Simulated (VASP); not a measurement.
Energy against volume of Cu (fcc). All values below come from LDA (Ceperley-Alder, Perdew-Zunger), VASP's LDA PAW potentials (set 64) (plane waves; VASP). Settings: 520 eV cut-off, 18×18×18 Γ-centred mesh, first-order Methfessel-Paxton smearing of 0.10 eV, potentials Cu.

```
V (Å³/atom)  E (eV/atom)
-----------  -----------
10.296          -4.68227
10.625          -4.70157
10.954          -4.70741
11.282          -4.70198
```

### Question
Fit these four points and predict the energy of the run at 11.611 Å³/atom.

### Answer
A cubic in V^(−2/3), the third-order Birch-Murnaghan form, passes through the four points with V0 = 10.95 Å³/atom and B0 = 183 GPa, and gives -4.6871 eV/atom there. The run gave -4.6871 eV/atom, -0.1 meV/atom from the fit; all five points give B0 = 183 GPa.

The compound is Cu in the fcc structure. It was relaxed first, which changed the volume by -7 %.
